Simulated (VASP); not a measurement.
The system is Zr3PdSe4.

```
Zr Pd Se
1.0
    -3.68365    3.68365    3.68365
     3.68365   -3.68365    3.68365
     3.68365    3.68365   -3.68365
Zr Pd Se
3 1 4
Direct
  0.00000 0.50000 0.50000
  0.50000 0.00000 0.50000
  0.50000 0.50000 0.00000
  0.00000 0.00000 0.00000
  0.50000 0.50000 0.50000
  0.00000 0.00000 0.50000
  0.00000 0.50000 0.00000
  0.50000 0.00000 0.00000
```

The cell was built by a generator and needn't be a form met in nature.

| Quantity | Value |
| --- | --- |
| Program | VASP 6.6.1 |
| Task | relaxation of cell and atoms |
| Functional | PBE |
| Potentials or basis | VASP PAW PBE potentials, release 64 (Zr_sv, Pd, Se) |
| Cutoff | 520 eV |
| k mesh | 3 × 3 × 3 |
| Occupations | gaussian, width 0.15 eV |
| Spin | no spin polarisation |

At the start: pressure -17.4 GPa; volume 24.99 Å³/atom.

Question: How do energy, volume and symmetry change on relaxing?

Answer: Over 3 steps the energy falls by 462.0 meV/atom and the volume is 18.64 Å³/atom (-25.4 %); space group Im-3m (No. 229, to 0.05 Å).

The path:
| step | energy change (eV) | largest force (eV/Å) | pressure (GPa) | volume (Å³) |
| --- | --- | --- | --- | --- |
| 1 | 0.0000 | 0.0000 | -17.40 | 199.94 |
| 2 | -2.7533 | 0.0000 | 19.55 | 131.24 |
| 3 | -3.6957 | 0.0000 | -0.50 | 149.11 |

Final structure:
```
Zr Pd Se
1.0
    -3.34055    3.34055    3.34055
     3.34055   -3.34055    3.34055
     3.34055    3.34055   -3.34055
Zr Pd Se
3 1 4
Direct
  0.00000 0.50000 0.50000
  0.50000 0.00000 0.50000
  0.50000 0.50000 0.00000
  0.00000 0.00000 0.00000
  0.50000 0.50000 0.50000
  0.00000 0.00000 0.50000
  0.00000 0.50000 0.00000
  0.50000 0.00000 0.00000
```

Caveat: the k mesh is coarse (spacing up to 0.40 Å⁻¹), so the values aren't converged; the volume moved by over 15 % at a fixed basis, so the end points are rough.
